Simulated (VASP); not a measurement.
Data:

```xyz
2
Lattice="2.4644 0.0000 0.0000 0.0000 2.4644 0.0000 0.0000 0.0000 2.4644" Properties=species:S:1:pos:R:3 pbc="T T T"
Fe     0.0000     0.0000     0.0000
B      1.2322     1.2322     1.2322
```

All values below come from PBEsol GGA, VASP's PBE PAW potentials (set 64) (plane waves; VASP). Settings: 520 eV cut-off, Gaussian smearing of 0.050 eV, potentials Fe B.

Question: Predict the band gap (along the path) with the smallest direct gap where there is one.

Answer: 
```yaml
band gap (along the path): none (metal, semimetal or under 0.01 eV)
```

Total energies compare only between runs with the same potentials, cut-off and functional.

The structure was generated: FeB was put into the CsCl type type (Pm-3m), which need not be its known phase. It was relaxed first, which changed the volume by -32 %. The run is not spin-polarised, so no magnetic state was tried. The electron count is odd and the run is not spin-polarised, which forces a metal.
